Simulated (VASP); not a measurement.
Consider the following.

```
CELL_PARAMETERS angstrom
      1.93632    -3.35380     0.00000
      1.93632     3.35380     0.00000
      0.00000     0.00000     6.89552
ATOMIC_POSITIONS crystal
  Sn 0.00000 0.00000 0.00000
  Se 0.33333 0.66667 0.23132
  Se 0.66667 0.33333 0.76868
```

Level of theory: PBE GGA, VASP's PBE PAW potentials (set 64) (plane waves; VASP). Run with 400 eV cut-off, 7×7×4 Γ-centred mesh, tetrahedra with Blöchl corrections, potentials Sn_d Se.

Without a dispersion term in the relaxation, distances and binding between the weakly bound layers, chains or molecules are unreliable, and so is what depends on them.

Task: What does the run give for the energy per atom (σ→0)?

Result: 
| Property | Result |
|---|---|
| energy per atom (σ→0) | -3.957 eV/atom |

Only differences to runs with the same potentials and settings are physical.

The compound is SnSe2 in the 1T layered structure. It was relaxed first, which changed the volume by +16 %.
